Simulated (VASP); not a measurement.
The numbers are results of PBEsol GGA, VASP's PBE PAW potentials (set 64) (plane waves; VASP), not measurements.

Input for VASP

### INCAR
```
SYSTEM=TaAs
PREC=Accurate; ENCUT=400; LREAL=.FALSE.
LASPH=.TRUE.
EDIFF=1E-6; NELM=100; ALGO=Normal
LMAXMIX=6
ISMEAR=1; SIGMA=0.1
GGA=PS
IBRION=2; NSW=60; ISIF=3
EDIFFG=-0.01
LWAVE=.FALSE.; LCHARG=.FALSE.
```

### POSCAR
```
TaAs
1.0
  0.0000000000   2.8695991940   2.8695991940
  2.8695991940   0.0000000000   2.8695991940
  2.8695991940   2.8695991940   0.0000000000
Ta As
1 1
Direct
  0.0000000000   0.0000000000   0.0000000000
  0.2500000000   0.2500000000   0.2500000000
```

**KPOINTS**
```
Automatic mesh
0
Gamma
10 10 10
0 0 0
```

POTCAR, in this order: Ta_pv As (PBE.64 set). Program: vasp_std.

### Question
What will the output report for the number of irreducible k-points (NKPTS), number of bands (NBANDS), largest plane-wave count, number of space-group operations, FFT grid (NGX, NGY, NGZ)?

### Answer

The number of irreducible k-points (NKPTS) comes out as 47, the number of bands (NBANDS) is 12 and the largest plane-wave count comes out as 889. The number of space-group operations is 24. The FFT grid (NGX, NGY, NGZ) is 28 × 28 × 28.

The structure was generated: TaAs was put into the zinc blende type (F-43m), which need not be its known phase. It was relaxed first, which changed the volume by -36 %. The start is the result of an earlier pass.
